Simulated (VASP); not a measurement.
A cell of Ca (fcc) near equilibrium:

```xyz
1
Lattice="0.0000 2.7626 2.7626 2.7626 0.0000 2.7626 2.7626 2.7626 0.0000" Properties=species:S:1:pos:R:3 pbc="T T T"
Ca     0.0000     0.0000     0.0000
```

Level of theory: PBE GGA, VASP's PBE PAW potentials (set 64) (plane waves; VASP 6.6.1).

```tsv
run	ΔE (meV/atom)	σxx	σyy	σzz	largest shear component, with its sign (GPa)	largest force (eV/Å)
as it is	0.0	0.02	0.02	0.02	0.00	0.000
after one change	2.7	0.59	0.59	0.59	0.00	0.000
```
Stress is in GPa, positive when the cell is compressed.

**Question.** Name the change that produced these shifts.
(A) isotropic strain of -1.0 %
(B) biaxial strain of -4.0 % in the yz plane
(C) biaxial strain of +1.0 % in the yz plane
(D) biaxial strain of +1.5 % in the yz plane

**Answer.** A, isotropic strain of -1.0 %

The compound is Ca in the fcc structure.
